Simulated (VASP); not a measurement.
Here is the system:

```
MgSe
1.0
    0.00000     2.79667     2.76693
    2.65500     0.00000     2.76693
    2.65500     2.79667     0.00000
Mg Se
1 1
Direct
  0.00000   0.00000   0.00000
  0.49361   0.50639   0.50639
```

Calculation: PBE GGA, VASP's PBE PAW potentials (set 64) (plane waves; VASP). Run with 400 eV cut-off, 4×4×4 Γ-centred mesh, Gaussian smearing of 0.050 eV, potentials Mg Se.

Q: Predict the energy per atom (σ→0), pressure, largest force.

A: 
```
Quantity                        Value
---------------------  --------------
energy per atom (σ→0)  -3700 meV/atom
pressure                     1.65 GPa
largest force              0.139 eV/Å
```

The absolute energy has meaning only against runs of the same code, potentials and settings.

The compound is MgSe in the rock salt structure. The cell was not relaxed at this level, atoms are displaced from their ideal sites. The k-mesh is coarse (spacing up to 0.50 per Å, 2π included), so the numbers may not be converged in it. The run is one of a series of settings (KPOINTS 4×4×4 Γ-centred mesh against the base run), some of them coarse on purpose.
